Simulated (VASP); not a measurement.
The system is AlGa3N2.

```
CELL_PARAMETERS angstrom
3.20000 0.00000 0.00000
-1.60000 2.77128 0.00000
0.00000 0.00000 19.50000
ATOMIC_POSITIONS crystal
Al 0.00000 0.00000 0.25000
Al 0.00000 0.00000 0.75000
Ga 0.00000 0.00000 0.00000
Ga 0.66667 0.33333 0.86500
Ga 0.33333 0.66667 0.13500
Ga 0.33333 0.66667 0.36500
Ga 0.00000 0.00000 0.50000
Ga 0.66667 0.33333 0.63500
N 0.66667 0.33333 0.06750
N 0.33333 0.66667 0.93250
N 0.66667 0.33333 0.43250
N 0.33333 0.66667 0.56750
```

The cell was built by a generator and needn't be a form met in nature.

- Program: VASP 6.6.1
- Task: relaxation of cell and atoms
- Functional: PBE
- Potentials or basis: VASP PAW PBE potentials, release 64 (Al, Ga_d, N)
- Cutoff: 520 eV
- k mesh: 5 × 5 × 1
- Occupations: gaussian, width 0.15 eV
- Spin: no spin polarisation

At the start: pressure -12.2 GPa; volume 14.41 Å³/atom.

Problem. How do energy, volume and symmetry change on relaxing?

Solution. Over 8 steps the energy falls by 89.8 meV/atom and the volume is 12.58 Å³/atom (-12.7 %); space group P6_3/mmc (No. 194, to 0.05 Å).

The path:
```tsv
step	energy change (eV)	largest force (eV/Å)	pressure (GPa)	volume (Å³)
1	0.0000	1.0367	-12.22	172.93
2	-0.9669	0.8040	4.84	146.82
3	-1.0589	0.2876	-0.17	152.04
4	-1.0582	0.2179	-1.41	152.44
5	-1.0741	0.1413	-0.07	151.37
6	-1.0760	0.1017	0.27	151.15
7	-1.0766	0.0945	0.26	151.07
8	-1.0775	0.0669	0.24	150.91
```

Final structure:
```cif
data_structure
_symmetry_space_group_name_H-M 'P 1'
_symmetry_Int_Tables_number 1
_cell_length_a 3.0741
_cell_length_b 3.0741
_cell_length_c 18.4392
_cell_angle_alpha 90.000
_cell_angle_beta 90.000
_cell_angle_gamma 120.000
_cell_volume 150.91
loop_
_atom_site_label
_atom_site_type_symbol
_atom_site_fract_x
_atom_site_fract_y
_atom_site_fract_z
_atom_site_occupancy
Al1 Al 0.00000 0.00000 0.25000 1
Al2 Al 0.00000 0.00000 0.75000 1
Ga1 Ga 0.00000 0.00000 0.00000 1
Ga2 Ga 0.66667 0.33333 0.86596 1
Ga3 Ga 0.33333 0.66667 0.13404 1
Ga4 Ga 0.33333 0.66667 0.36596 1
Ga5 Ga 0.00000 0.00000 0.50000 1
Ga6 Ga 0.66667 0.33333 0.63404 1
N1 N 0.66667 0.33333 0.06761 1
N2 N 0.33333 0.66667 0.93239 1
N3 N 0.66667 0.33333 0.43239 1
N4 N 0.33333 0.66667 0.56761 1
```

Caveat: the k mesh is coarse (spacing up to 0.45 Å⁻¹), so the values aren't converged.
